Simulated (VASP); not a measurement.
# TiAl3 with r2SCAN + rVV10: from relaxation to properties, part 2 of 6

Wanted: the relaxed cell of TiAl3 and its properties. The start is a computed cell from the Materials Project.

VASP 6.6.1; r2SCAN with rVV10; plane waves and PAW (Ti_sv, Al).

Still holding for the runs below: This run has no spin polarisation. Its electron count is odd, so without a moment it is a metal by construction. The k-mesh is coarse for a metal.

So far: Starting point; Full relaxation (r2SCAN + rVV10).

### Step 2. Full relaxation (r2SCAN + rVV10) (continued)

Relaxation path:

| step | energy less that of the first step (eV) | largest force (eV/Å) | pressure (GPa) | volume (Å³) |
| --- | --- | --- | --- | --- |
| 1 | 0.0000 | 0.0000 | -0.62 | 62.54 |
| 2 | -0.0004 | 0.0000 | 0.42 | 61.99 |
| 3 | -0.0007 | 0.0000 | 0.03 | 62.20 |
| 4 | -0.0007 | 0.0000 | 0.02 | 62.21 |
| 5 | -0.0007 | 0.0000 | -0.01 | 62.22 |

| conventional cell, symmetrised | before | after | change |
| --- | --- | --- | --- |
| a (Å) | 3.822 | 3.813 | -0.2 % |
| b (Å) | 3.822 | 3.813 | -0.2 % |
| c (Å) | 8.561 | 8.558 | -0.0 % |
| volume (Å³/atom) | 15.63 | 15.55 | -0.5 % |

The relaxed structure:

```xyz
4
Lattice="0.0000 -3.8133 0.0000 -3.8133 0.0000 0.0000 1.9066 -1.9066 -4.2788" Properties=species:S:1:pos:R:3 pbc="T T T"
Ti    0.0000    0.0000    0.0000
Al   -1.9066   -1.9066    0.0000
Al   -1.9066   -3.8133   -2.1394
Al    0.0000   -1.9066   -2.1394
```

This step gave:

| Quantity | Value |
| --- | --- |
| electrons | 21 |
| bands | 16 |
| irreducible k-points | 40 |
| symmetry operations | 16 |
| free energy (TOTEN) | -34.43 eV |
| energy at zero smearing | -34.43 eV |
| Fermi energy | 8.411 eV |
| pressure | -0.008588 GPa |
| metallic | yes |
| SCF cycles over all ionic steps | 39 |

It ends with forces that vanish by symmetry and a pressure of -0.01 GPa.

### Step 3. Single point with fields (r2SCAN + rVV10)

A single point on the relaxed cell gives a clean self-consistent state, with density, ELF and potential written out.

The input, INCAR:

```
SYSTEM = TiAl3
PREC = Accurate
ENCUT = 400
EDIFF = 1E-06
NELM = 100
ISMEAR = 1
SIGMA = 0.2
LREAL = .FALSE.
ALGO = Normal
METAGGA = R2SCAN
LUSE_VDW = .TRUE.
IVDW_NL = 2
BPARAM = 11.95
CPARAM = 0.0093
LASPH = .TRUE.
NBANDS = 16
LORBIT = 11
LWAVE = .FALSE.
LCHARG = .TRUE.
ISIF = 2
LELF = .TRUE.
LVHAR = .TRUE.
```

The input, POSCAR:

```
TiAl3
1.0
    0.0000000000     -3.8132887164      0.0000000000
   -3.8132887164      0.0000000000      0.0000000000
    1.9066443582     -1.9066443582     -4.2788394424
Ti Al
1 3
Direct
    0.0000000000      0.0000000000      0.0000000000
    0.5000000000      0.5000000000      0.0000000000
    0.7500000000      0.7500000000      0.5000000000
    0.2500000000      0.2500000000      0.5000000000
```

The input, KPOINTS:

```
Automatic mesh
0
Gamma
7 7 7
0 0 0
```

PAW data sets: Ti_sv and Al (PBE family, release 64).

Launch:

```sh
mpirun -np 4 vasp_std
```

What it wrote:

```text
[banner, memory and clock lines left out]
running    4 mpi-ranks, on    1 nodes
 distrk:  each k-point on    4 cores,    1 groups
 distr:  one band on    1 cores,    4 groups

 POSCAR found type information on POSCAR TiAl
 POSCAR found :  2 types and       4 ions
 [... a notice as in an earlier step ...]

 [... a notice as in an earlier step ...]

 LDA part: xc-table for (None), standard interpolation
 POSCAR, INCAR and KPOINTS ok, starting setup
 FFT: planning ... GRIDC
 FFT: planning ... GRID_SOFT
 FFT: planning ... GRID
 WAVECAR not read
 entering main loop
       N       E                     dE             d eps       ncg     rms          rms(c)
Total rVV10 correction in eV:      0.4953401    27.5390959
DAV:   1     0.881973023217E+02    0.88197E+02   -0.83884E+03  1280   0.104E+03
DAV:   2    -0.318145733749E+02   -0.12001E+03   -0.11786E+03  1360   0.287E+02
DAV:   3    -0.393741315247E+02   -0.75596E+01   -0.74851E+01  2200   0.662E+01
DAV:   4    -0.395457766378E+02   -0.17165E+00   -0.17157E+00  1464   0.974E+00
DAV:   5    -0.395520854254E+02   -0.63088E-02   -0.63086E-02  2160   0.185E+00    0.130E+01
Total rVV10 correction in eV:      0.4741707    27.5390953
DAV:   6    -0.347531350367E+02    0.47990E+01   -0.22200E+01  1808   0.458E+01    0.573E+00
Total rVV10 correction in eV:      0.4784661    27.5390952
DAV:   7    -0.344645646494E+02    0.28857E+00   -0.47115E+00  1664   0.157E+01    0.319E+00
Total rVV10 correction in eV:      0.4741104    27.5390952
DAV:   8    -0.344396589792E+02    0.24906E-01   -0.66881E-01  1768   0.596E+00    0.110E+00
Total rVV10 correction in eV:      0.4742272    27.5390952
DAV:   9    -0.344279539960E+02    0.11705E-01   -0.74345E-02  1656   0.196E+00    0.288E-01
Total rVV10 correction in eV:      0.4744707    27.5390952
DAV:  10    -0.344280452605E+02   -0.91265E-04   -0.85530E-03  1688   0.795E-01    0.785E-02
Total rVV10 correction in eV:      0.4743358    27.5390952
DAV:  11    -0.344279514852E+02    0.93775E-04   -0.14789E-03  1920   0.282E-01    0.268E-02
Total rVV10 correction in eV:      0.4743535    27.5390952
DAV:  12    -0.344279405816E+02    0.10904E-04   -0.89776E-05  1616   0.602E-02    0.681E-03
Total rVV10 correction in eV:      0.4743419    27.5390952
DAV:  13    -0.344279397861E+02    0.79552E-06   -0.57134E-06  1616   0.227E-02
Total rVV10 correction in eV:      0.4743382    27.5390952
Total rVV10 correction in eV:      0.4743406    27.5390952
   1 F= -.34427940E+02 E0= -.34428430E+02  d E =0.147208E-02
```

It took 21 s on 4 MPI ranks of Intel Xeon 6975P-C (Granite Rapids), shared host; peak memory 0.67 GiB.

From OUTCAR (step 3):

```text
  LATTYP: Found a body centered tetragonal cell.
 ALAT       =     3.8132887164
 C/A-ratio  =     2.2441728181

The static configuration has the point symmetry D_4h.

 Found     40 irreducible k-points:

   ENCUT  =  400.0 eV  29.40 Ry    5.42 a.u.   6.22  6.22  8.25*2*pi/ulx,y,z

   NELECT =      21.0000    total number of electrons

 E-fermi :   8.4106

 k-point     1 :       0.0000    0.0000    0.0000
  band No.  band energies     occupation
    ...
      6       5.4147      2.00000
      7       5.4886      2.00000
      8       6.9320      2.00000
      9       7.0933      2.00000
     10       7.0934      2.00000
     11       9.2796     -0.00000
     12      10.1837     -0.00000
     13      10.1837     -0.00000
     14      10.5923     -0.00000
     15      11.3319     -0.00000
    ...

 k-point     2 :       0.1429    0.0000    0.0000
  band No.  band energies     occupation
    ...
      6       4.5849      2.00000
      7       5.9355      2.00000
      8       6.4894      2.00000
      9       6.9017      2.00000
     10       7.2535      2.00000
     11       8.6390     -0.06857
     12       9.7139     -0.00000
     13      10.4703     -0.00000
     14      10.9574     -0.00000
     15      11.8755     -0.00000
    ...

  Total       -0.0116258     -0.0116258     -0.0001216     -0.0000000      0.0000000      0.0000000
  in kB       -0.2993700     -0.2993700     -0.0031322     -0.0000000      0.0000000      0.0000000
  external PRESSURE =      -0.2006241 kB  Pullay stress =       0.0000000 kB

  energy-cutoff  :      400.00
  volume of cell :       62.22
      direct lattice vectors                 reciprocal lattice vectors
     0.000000000 -3.813288716  0.000000000     0.000000000 -0.262240831  0.116854116
    -3.813288716  0.000000000  0.000000000    -0.262240831  0.000000000 -0.116854116
     1.906644358 -1.906644358 -4.278839442     0.000000000  0.000000000 -0.233708232

 POSITION                                       TOTAL-FORCE (eV/Angst)
 -----------------------------------------------------------------------------------
      0.00000      0.00000      0.00000        -0.000000      0.000000      0.000000
     -1.90664     -1.90664      0.00000        -0.000000      0.000000      0.000000
     -1.90664     -3.81329     -2.13942        -0.000000      0.000000     -0.000000
      0.00000     -1.90664     -2.13942         0.000000     -0.000000      0.000000
 -----------------------------------------------------------------------------------
    total drift:                                0.000000     -0.000000      0.000000

  FREE ENERGIE OF THE ION-ELECTRON SYSTEM (eV)
  ---------------------------------------------------
  free  energy   TOTEN  =       -34.4279397861 eV

  energy  without entropy=      -34.4294118707  energy(sigma->0) =      -34.42843048

[... 4 parts as in an earlier step ...]

[... 7 further parts left out ...]
```

This step gave:

| Quantity | Value |
| --- | --- |
| SCF cycles | 13 |
| pressure | -0.02006 GPa |

Valence electrons inside each PAW sphere by angular momentum. Sphere charges, by row:

| atom | s (e) | p (e) | d (e) | tot (e) |
| --- | --- | --- | --- | --- |
| Ti1 | 2.165 | 6.128 | 1.982 | 10.27 |
| Al2 | 0.444 | 0.395 | 0 | 0.839 |
| Al3 | 0.405 | 0.425 | 0 | 0.829 |
| Al4 | 0.405 | 0.425 | 0 | 0.829 |

Electrostatic potential energy in the ac plane of the conventional cell at fractional y = 0.000, with atoms of Ti and Al within 0.2 Å of it. With pseudopotentials it is smooth inside the atoms' cores, unlike the true potential.

Values in eV, 24 rows by 14 columns, each cell a mean:
```
-64 -58 -41 -17  -3   0   2   3   2  -1  -7 -27 -49 -61
-43 -36 -21  -7  -1   1   2   2   1   0  -3 -12 -28 -40
-12  -9  -4  -2  -1  -1  -2  -2  -2  -1  -1  -3  -6 -11
  0   0   0  -1  -4  -9 -15 -18 -13  -7  -3  -1   0   0
  2   2   1  -3 -12 -32 -56 -63 -47 -23  -7  -1   1   2
  3   2   0  -5 -21 -56 -83 -84 -76 -41 -12  -3   1   3
  2   2   0  -5 -18 -48 -76 -81 -67 -34 -10  -2   1   2
  1   1   0  -2  -8 -19 -34 -39 -28 -14  -5  -1   1   1
 -3  -3  -1  -1  -2  -4  -7  -8  -6  -3  -1  -1  -2  -3
-18 -13  -7  -3   0   0   0   0   0   0  -1  -4  -9 -16
-63 -47 -23  -7  -1   1   2   2   2   1  -3 -12 -32 -56
-84 -76 -41 -11  -2   1   3   3   2   0  -5 -21 -56 -83
-82 -67 -34 -10  -2   1   3   3   2   0  -4 -18 -48 -76
-40 -29 -14  -5  -1   1   2   2   2   1  -2  -8 -19 -35
 -8  -6  -4  -1  -1  -1  -2  -2  -2  -1  -1  -2  -5  -8
 -1   0   0  -1  -4  -9 -15 -18 -13  -7  -3  -1   0  -1
  2   1   0  -4 -12 -32 -56 -63 -47 -23  -7  -2   1   2
  3   2   0  -5 -22 -56 -83 -84 -76 -41 -12  -3   1   2
  3   2   0  -4 -18 -48 -76 -81 -67 -34 -10  -2   1   3
  2   1   0  -2  -8 -19 -34 -39 -28 -14  -5  -1   1   1
 -3  -2  -1  -1  -2  -4  -7  -8  -6  -3  -2  -1  -2  -3
-26 -20 -10  -3  -1   0   0   0   0   0  -2  -5 -14 -23
-55 -48 -32 -11  -2   1   2   2   2   0  -4 -20 -39 -52
-67 -61 -45 -20  -4   0   2   3   2  -1  -8 -31 -53 -65
```
Columns run along a (3.8 Å; values clipped at the 3rd and 97th percentile), rows up along c (8.6 Å), edges of the conventional cell, whose origin can differ from the input's. Atoms in or near the plane, at fractional coordinates: Ti at (0.00, 0.00), Al at (0.00, 0.50), Al at (0.50, 0.75), Al at (0.50, 0.25).

Valence density in the ac plane of the conventional cell at fractional y = 0.000, with atoms of Ti and Al within 0.2 Å of it. It is the smooth field of the valence electrons, not physical close to the nuclei.

Ten steps, logarithmic in the rise over the least value, from '_' (0 e/Å³) to '@' (13 e/Å³), each cell a mean:
```
@@%%**--............::==##@@
****==::............::--++**
--::::::....::::::....::::--
......::::::....::::::......
......::::..........::......
............______..........
............______..........
............................
........::::::::::::::......
......::::........::::::....
__....::::..........::::....
____..::::..........::....__
____..::::..........::::..__
......::::..........::::....
......::::::::::::::::......
........::::......::........
............................
............______..........
......::....______..::......
......::::........::::......
::::::..::::::::::::::..::::
====--::..............::--==
%%##++::............::==**##
@@@@**--............::++##@@
```
Columns run along a (3.8 Å), rows up along c (8.6 Å), edges of the conventional cell, whose origin can differ from the input's. Atoms in or near the plane, at fractional coordinates: Ti at (0.00, 0.00), Al at (0.00, 0.50), Al at (0.50, 0.75), Al at (0.50, 0.25).

ELF in the ac plane of the conventional cell at fractional y = 0.000, with atoms of Ti and Al within 0.2 Å of it. It is the smooth field of the valence electrons, not physical close to the nuclei.

Ten even steps from '0' (0.01) to '9' (0.95), each cell a mean:
```
97411244310268
54212455531134
11124566653211
23456555566532
45565311246654
44553100024554
23443100024433
22355433345432
23456666666543
23567666676642
02467655667631
00367654567520
01467654567520
12567666667641
23566666666643
23456655565532
22344211234432
33453100014543
45564200035654
44566433356654
11245666665321
22113566542112
75311345421246
98510244310369
```
Columns run along a (3.8 Å), rows up along c (8.6 Å), edges of the conventional cell, whose origin can differ from the input's. Atoms in or near the plane, at fractional coordinates: Ti at (0.00, 0.00), Al at (0.00, 0.50), Al at (0.50, 0.75), Al at (0.50, 0.25).

In this run the pressure is -0.02 GPa, small enough to go on.

[end of part 2 of 6]

[Lines on the potential files, build, host, timing and source positions are cut from VASP's logs without a mark.]

[Logs are printed without paths, hosts, clocks, repeated set-up lines and the standing remarks that a program may print on its own settings, such as how far it seeks lower states.]

[Hosts, paths, dates, database ids (printed as entryN), source tags and the programs' standing remarks are cut or masked in the printed files.]

[A measured line is paired with the nearest computed mode of its activity, which favours agreement.]
